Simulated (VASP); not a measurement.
Here is the system:

```yaml
crystal:
  lattice:
    - [7.84750, 0.00000, 0.00000]
    - [0.00000, 7.84750, 0.00000]
    - [0.00000, 0.00000, 7.84750]
  atoms:
    - { symbol: Pb, position: [0.00000, 0.00000, 0.00000] }
    - { symbol: Pb, position: [0.50000, 0.50000, 0.00000] }
    - { symbol: Pb, position: [0.00000, 0.50000, 0.50000] }
    - { symbol: Pb, position: [0.50000, 0.00000, 0.50000] }
    - { symbol: I, position: [0.34808, 0.34808, 0.34808] }
    - { symbol: I, position: [0.84808, 0.15192, 0.65192] }
    - { symbol: I, position: [0.65192, 0.84808, 0.15192] }
    - { symbol: I, position: [0.15192, 0.65192, 0.84808] }
    - { symbol: I, position: [0.65192, 0.65192, 0.65192] }
    - { symbol: I, position: [0.15192, 0.84808, 0.34808] }
    - { symbol: I, position: [0.34808, 0.15192, 0.84808] }
    - { symbol: I, position: [0.84808, 0.34808, 0.15192] }
```

All values below come from PBEsol GGA, VASP's PBE PAW potentials (set 64) (plane waves; VASP 6.6.1). Settings: 400 eV cut-off, 3×3×3 Γ-centred mesh, tetrahedra with Blöchl corrections, potentials Pb_d I.

### Question
The job: PbI2 (relaxed from the pyrite structure, space group Pa-3), 12 atoms, PBEsol, static run, 400 eV, 3×3×3 Γ-centred mesh. Roughly how much core time does it take on a busy server core?

### Answer
About 80 core-seconds (one run on a shared machine, a rough figure). It had 4 irreducible k-points, 67 bands, up to 8802 plane waves and 16 electronic steps.

The structure was generated: PbI2 was put into the pyrite type (Pa-3), which need not be its known phase. It was relaxed first, which changed the volume by +14 %.
